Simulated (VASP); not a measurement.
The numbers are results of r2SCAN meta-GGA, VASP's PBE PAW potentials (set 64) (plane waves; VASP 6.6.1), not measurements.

A VASP calculation is set up with these files.

### KPOINTS
```
K-points
0
G
10 10 8
0 0 0
```

**INCAR**
```
ALGO  =  Normal
EDIFF  =  1E-6
EDIFFG  =  -0.02
ENCUT  =  520
IBRION  =  2
ISIF  =  3
ISMEAR  =  1
LASPH  =  .TRUE.
LCHARG  =  .FALSE.
LMIXTAU  =  .TRUE.
LREAL  =  .FALSE.
LWAVE  =  .FALSE.
METAGGA  =  R2SCAN
NELM  =  100
NSW  =  60
PREC  =  Accurate
SIGMA  =  0.1
SYSTEM  =  MgB2
```

**POSCAR**
```
MgB2
1
    1.5358125380    -2.6601048580    -0.0000000000
    1.5358125380     2.6601048580    -0.0000000000
   -0.0000000000    -0.0000000000     3.4733760210
Mg B
1 2
Direct
  0.0000000000   0.0000000000   0.0000000000
  0.3333330000   0.6666670000   0.5000000000
  0.6666670000   0.3333330000   0.5000000000
```

POTCAR, in this order: Mg B (PBE.64 set). Program: vasp_std.

What VASP printed:

OUTCAR:
```
 ion  position               nearest neighbor table
   1  0.000  0.000  0.000-   2 2.48   3 2.48   2 2.48   3 2.48   3 2.48   3 2.48   2 2.48   2 2.48
                             3 2.48   3 2.48   2 2.48   2 2.48
   2  0.333  0.667  0.500-   3 1.77   3 1.77   3 1.77   1 2.48   1 2.48   1 2.48   1 2.48   1 2.48
                             1 2.48
   3  0.667  0.333  0.500-   2 1.77   2 1.77   2 1.77   1 2.48   1 2.48   1 2.48   1 2.48   1 2.48
                             1 2.48
  LATTYP: Found a hexagonal cell.
 ALAT       =     3.0716246528
 C/A-ratio  =     1.1307944211
 Subroutine PRICEL returns:
 Original cell was already a primitive cell.
 Subroutine GETGRP returns: Found 24 space group operations
The static configuration has the point symmetry D_6h.
The dynamic configuration has the point symmetry D_6h.
 Subroutine INISYM returns: Found 24 space group operations
 Subroutine IBZKPT returns following result:
 Found     70 irreducible k-points:

 Following reciprocal coordinates:
            Coordinates               Weight
  0.000000  0.000000  0.000000      1.000000
  0.100000 -0.000000  0.000000      6.000000
  0.200000 -0.000000  0.000000      6.000000
  0.300000  0.000000  0.000000      6.000000
  0.400000 -0.000000  0.000000      6.000000
  0.500000 -0.000000  0.000000      3.000000
  0.100000  0.100000  0.000000      6.000000
  0.200000  0.100000  0.000000     12.000000
  0.300000  0.100000  0.000000     12.000000
  0.400000  0.100000  0.000000     12.000000
  0.200000  0.200000  0.000000      6.000000
  0.300000  0.200000  0.000000     12.000000
  0.400000  0.200000  0.000000      6.000000
  0.300000  0.300000  0.000000      6.000000
  0.000000  0.000000  0.125000      2.000000
  0.100000 -0.000000  0.125000     12.000000
  0.200000 -0.000000  0.125000     12.000000
  0.300000  0.000000  0.125000     12.000000
  0.400000 -0.000000  0.125000     12.000000
...
```

OSZICAR:
```
       N       E                     dE             d eps       ncg     rms          rms(c)
DAV:   1     0.142076856148E+01    0.14208E+01   -0.41851E+03  1200   0.877E+02
DAV:   2    -0.214753826797E+02   -0.22896E+02   -0.21417E+02  1656   0.116E+02
DAV:   3    -0.217996805490E+02   -0.32430E+00   -0.31670E+00  1504   0.158E+01
DAV:   4    -0.218004501297E+02   -0.76958E-03   -0.76958E-03  1656   0.594E-01
DAV:   5    -0.218004515299E+02   -0.14001E-05   -0.13999E-05  1576   0.131E-02    0.529E+00
DAV:   6    -0.195767757763E+02    0.22237E+01   -0.23157E+00  1240   0.104E+01    0.282E+00
DAV:   7    -0.192993964989E+02    0.27738E+00   -0.93410E-01  1368   0.624E+00    0.592E-01
DAV:   8    -0.193271979360E+02   -0.27801E-01   -0.23181E-01  1248   0.473E+00    0.475E-01
DAV:   9    -0.194028800058E+02   -0.75682E-01   -0.64848E-02  1152   0.237E+00    0.141E-01
DAV:  10    -0.194029228630E+02   -0.42857E-04   -0.61230E-03  1440   0.788E-01    0.445E-02
DAV:  11    -0.194020019889E+02    0.92087E-03   -0.41953E-04  1304   0.259E-01    0.184E-02
DAV:  12    -0.194021061917E+02   -0.10420E-03   -0.29188E-04  1224   0.195E-01    0.106E-02
DAV:  13    -0.194020539229E+02    0.52269E-04   -0.10199E-04  1208   0.116E-01    0.162E-03
DAV:  14    -0.194020523928E+02    0.15301E-05   -0.23007E-06  1752   0.197E-02    0.118E-03
DAV:  15    -0.194020519008E+02    0.49195E-06   -0.14304E-07   664   0.524E-03
   1 F= -.19402052E+02 E0= -.19402137E+02  d E =-.194021E+02
       N       E                     dE             d eps       ncg     rms          rms(c)
DAV:   1    -0.194024089593E+02   -0.35657E-03   -0.61871E-03  1248   0.841E-01    0.521E-02
DAV:   2    -0.194023468600E+02    0.62099E-04   -0.39979E-04  1584   0.135E-01    0.258E-02
DAV:   3    -0.194023307987E+02    0.16061E-04   -0.59009E-05  1208   0.578E-02    0.644E-03
DAV:   4    -0.194023344154E+02   -0.36167E-05   -0.65752E-06  1464   0.247E-02    0.283E-03
DAV:   5    -0.194023299979E+02    0.44175E-05   -0.14519E-06  1120   0.163E-02    0.108E-03
DAV:   6    -0.194023338049E+02   -0.38069E-05   -0.11984E-06   720   0.124E-02    0.218E-04
DAV:   7    -0.194023331532E+02    0.65168E-06   -0.69900E-08   568   0.286E-03
   2 F= -.19402333E+02 E0= -.19402396E+02  d E =-.281252E-03
       N       E                     dE             d eps       ncg     rms          rms(c)
DAV:   1    -0.194023493724E+02   -0.15568E-04   -0.22006E-04  1240   0.159E-01    0.982E-03
DAV:   2    -0.194023485028E+02    0.86956E-06   -0.14117E-05  1592   0.254E-02    0.493E-03
DAV:   3    -0.194023495325E+02   -0.10297E-05   -0.22297E-06  1152   0.112E-02    0.118E-03
DAV:   4    -0.194023493457E+02    0.18675E-06   -0.22210E-07   576   0.489E-03
   3 F= -.19402349E+02 E0= -.19402416E+02  d E =-.297445E-03
```

**OUTCAR**
```
------------------------ aborting loop because EDIFF is reached ----------------------------------------
  FORCE on cell =-STRESS in cart. coord.  units (eV):
  Direction    XX          YY          ZZ          XY          YZ          ZX
  --------------------------------------------------------------------------------------
  Total       -0.0339418     -0.0339418      0.0435930     -0.0000000     -0.0000000     -0.0000000
  in kB       -1.9071286     -1.9071279      2.4494135     -0.0000000     -0.0000000     -0.0000000
  external PRESSURE =      -0.4549476 kB  Pullay stress =       0.0000000 kB
  volume of cell :       28.51
      direct lattice vectors                 reciprocal lattice vectors
     1.537764726 -2.663486145 -0.000000000     0.325147268 -0.187723897  0.000000000
     1.537764726  2.663486145 -0.000000000     0.325147268  0.187723897  0.000000000
    -0.000000000  0.000000000  3.480928710     0.000000000  0.000000000  0.287279655
 POSITION                                       TOTAL-FORCE (eV/Angst)
 -----------------------------------------------------------------------------------
     -0.00000      0.00000      3.48093         0.000000     -0.000000      0.000000
      1.53776      0.88783      1.74046         0.000000     -0.000000      0.000000
      1.53776     -0.88783      1.74046        -0.000000      0.000000      0.000000
 -----------------------------------------------------------------------------------
    total drift:                                0.000000     -0.000000      0.000000
  FREE ENERGIE OF THE ION-ELECTRON SYSTEM (eV)
  ---------------------------------------------------
  free  energy   TOTEN  =       -19.4023493457 eV

  energy  without entropy=      -19.4025499529  energy(sigma->0) =      -19.40241621

 reached required accuracy - stopping structural energy minimisation
```
(Selected blocks of OUTCAR.)

CONTCAR:
```
MgB2
   1.00000000000000
     1.5377647259823966   -2.6634861449077945   -0.0000000000000000
     1.5377647259823966    2.6634861449077945   -0.0000000000000000
    -0.0000000000000000    0.0000000000000000    3.4809287099930013
  Mg              B
     1     2
Direct
     0.0000000000000000    0.0000000000000000    1.0000000000000000
     0.3333330000000032    0.6666669999999968    0.5000000000000000
     0.6666669999999968    0.3333330000000032    0.5000000000000000
```

The compound is MgB2 in the AlB2 type structure. This run relaxes it. Symmetry was kept, so distortions that lower it aren't found. The start is the result of an earlier pass.
